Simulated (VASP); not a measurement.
Output of a VASP run:

File OSZICAR:
```
       N       E                     dE             d eps       ncg     rms          rms(c)
DAV:   1     0.116763651034E+03    0.11676E+03   -0.10473E+04   320   0.113E+03
DAV:   2    -0.343341914717E+02   -0.15110E+03   -0.14885E+03   432   0.241E+02
DAV:   3    -0.423273297512E+02   -0.79931E+01   -0.79831E+01   472   0.612E+01
DAV:   4    -0.425609049950E+02   -0.23358E+00   -0.23341E+00   512   0.903E+00
DAV:   5    -0.425655039911E+02   -0.45990E-02   -0.45949E-02   480   0.116E+00    0.124E+01
DAV:   6    -0.360692477282E+02    0.64963E+01   -0.23293E+00   520   0.114E+01    0.879E+00
DAV:   7    -0.347753801670E+02    0.12939E+01   -0.10201E+00   520   0.962E+00    0.108E+00
DAV:   8    -0.356094276665E+02   -0.83405E+00   -0.10983E+00   432   0.914E+00    0.214E+00
DAV:   9    -0.350876286466E+02    0.52180E+00   -0.90721E-02   464   0.353E+00    0.158E+00
DAV:  10    -0.351276677477E+02   -0.40039E-01   -0.39246E-03   464   0.624E-01    0.148E+00
DAV:  11    -0.355215265501E+02   -0.39386E+00   -0.17823E-01   344   0.441E+00    0.661E-01
DAV:  12    -0.356249638221E+02   -0.10344E+00   -0.20043E-02   384   0.148E+00    0.433E-01
DAV:  13    -0.356285928409E+02   -0.36290E-02   -0.51367E-02   320   0.270E+00    0.695E-01
DAV:  14    -0.356656547172E+02   -0.37062E-01   -0.17971E-02   336   0.147E+00    0.210E-01
DAV:  15    -0.356746016936E+02   -0.89470E-02   -0.21907E-03   352   0.523E-01    0.157E-01
DAV:  16    -0.356742122161E+02    0.38948E-03   -0.81658E-05   504   0.904E-02    0.121E-01
DAV:  17    -0.356749740710E+02   -0.76185E-03   -0.13513E-04   360   0.143E-01    0.681E-02
DAV:  18    -0.356751565007E+02   -0.18243E-03   -0.67662E-05   376   0.812E-02    0.469E-02
DAV:  19    -0.356751795747E+02   -0.23074E-04   -0.20800E-05   336   0.559E-02    0.328E-02
DAV:  20    -0.356751844188E+02   -0.48442E-05   -0.11284E-05   400   0.327E-02    0.144E-02
DAV:  21    -0.356751869442E+02   -0.25254E-05   -0.12713E-06   352   0.124E-02    0.518E-03
DAV:  22    -0.356751877911E+02   -0.84683E-06   -0.11215E-06   272   0.789E-03
   1 F= -.35675188E+02 E0= -.35675188E+02  d E =-.356752E+02
       N       E                     dE             d eps       ncg     rms          rms(c)
DAV:   1    -0.358030080220E+02   -0.12782E+00   -0.32746E+00   400   0.133E+01    0.251E+00
DAV:   2    -0.357045061669E+02    0.98502E-01   -0.23944E-01   384   0.342E+00    0.100E+00
DAV:   3    -0.356837528894E+02    0.20753E-01   -0.72923E-02   456   0.188E+00    0.528E-01
DAV:   4    -0.356840975645E+02   -0.34468E-03   -0.18381E-02   472   0.112E+00    0.287E-01
DAV:   5    -0.356846785553E+02   -0.58099E-03   -0.51359E-03   352   0.783E-01    0.210E-01
DAV:   6    -0.356844286950E+02    0.24986E-03   -0.43765E-03   472   0.659E-01    0.598E-02
DAV:   7    -0.356854859700E+02   -0.10573E-02   -0.29091E-03   320   0.540E-01    0.297E-02
DAV:   8    -0.356859940454E+02   -0.50808E-03   -0.15677E-04   448   0.140E-01    0.148E-02
DAV:   9    -0.356860182375E+02   -0.24192E-04   -0.44660E-05   368   0.607E-02    0.468E-03
DAV:  10    -0.356860180202E+02    0.21733E-06   -0.19961E-05   352   0.472E-02    0.336E-03
DAV:  11    -0.356860207160E+02   -0.26958E-05   -0.19291E-06   312   0.159E-02    0.202E-03
DAV:  12    -0.356860232703E+02   -0.25543E-05   -0.13052E-06   320   0.131E-02    0.574E-04
DAV:  13    -0.356860235394E+02   -0.26912E-06   -0.25648E-07   264   0.589E-03
   2 F= -.35686024E+02 E0= -.35686024E+02  d E =-.108357E-01
```

### OUTCAR
```
------------------------ aborting loop because EDIFF is reached ----------------------------------------
  FORCE on cell =-STRESS in cart. coord.  units (eV):
  Direction    XX          YY          ZZ          XY          YZ          ZX
  --------------------------------------------------------------------------------------
  Total       -0.0008301     -0.0008301     -0.0008301      0.0000000     -0.0000000     -0.0000000
  in kB       -0.0155381     -0.0155381     -0.0155381      0.0000000     -0.0000000     -0.0000000
  external PRESSURE =      -0.0155381 kB  Pullay stress =       0.0000000 kB
  volume of cell :       85.60
      direct lattice vectors                 reciprocal lattice vectors
     0.000000000  3.497922956  3.497922956    -0.142941970  0.142941970  0.142941970
     3.497922956 -0.000000000  3.497922956     0.142941970 -0.142941970  0.142941970
     3.497922956  3.497922956  0.000000000     0.142941970  0.142941970 -0.142941970
 POSITION                                       TOTAL-FORCE (eV/Angst)
 -----------------------------------------------------------------------------------
      3.49792     -0.00000      3.49792        -0.000000      0.000000     -0.000000
      1.74896      1.74896      1.74896        -0.000000     -0.000000     -0.000000
      5.24688      5.24688      5.24688         0.000000      0.000000      0.000000
 -----------------------------------------------------------------------------------
    total drift:                                0.000000     -0.000000      0.000000
  FREE ENERGIE OF THE ION-ELECTRON SYSTEM (eV)
  ---------------------------------------------------
  free  energy   TOTEN  =       -35.6860235394 eV

  energy  without entropy=      -35.6860235394  energy(sigma->0) =      -35.68602354

 reached required accuracy - stopping structural energy minimisation
```
(Selected blocks of OUTCAR.)

File POSCAR:
```
SrCl2
1
    0.0000000000     3.4601064366     3.4601064366
    3.4601064366    -0.0000000000     3.4601064366
    3.4601064366     3.4601064366    -0.0000000000
Sr Cl
1 2
Direct
  1.0000000000   1.0000000000   0.0000000000
  0.2500000000   0.2500000000   0.2500000000
  0.7500000000   0.7500000000   0.7500000000
```

Q: Reconstruct the remaining input files.

A: This is not unique; one that fits is the input of the run itself, r2SCAN meta-GGA, plane waves, VASP's PBE PAW potentials (set 64).

**INCAR**
```
ALGO=Normal
EDIFF=1E-6
EDIFFG=-0.02
ENCUT=400
IBRION=2
ISIF=3
ISMEAR=0
LASPH=.TRUE.
LCHARG=.FALSE.
LMAXMIX=4
LMIXTAU=.TRUE.
LREAL=.FALSE.
LWAVE=.FALSE.
METAGGA=R2SCAN
NELM=100
NSW=60
PREC=Accurate
SIGMA=0.05
SYSTEM=SrCl2
```

File KPOINTS:
```
Regular mesh
0
Gamma
5 5 5
```

POTCAR, in this order: Sr_sv Cl (PBE.64 set). Program: vasp_std.

Energy and stress use the plane-wave basis of the starting cell.

The compound is SrCl2 in the fluorite structure. This run relaxes it. Symmetry was kept, so distortions that lower it aren't found. The start is the result of an earlier pass.
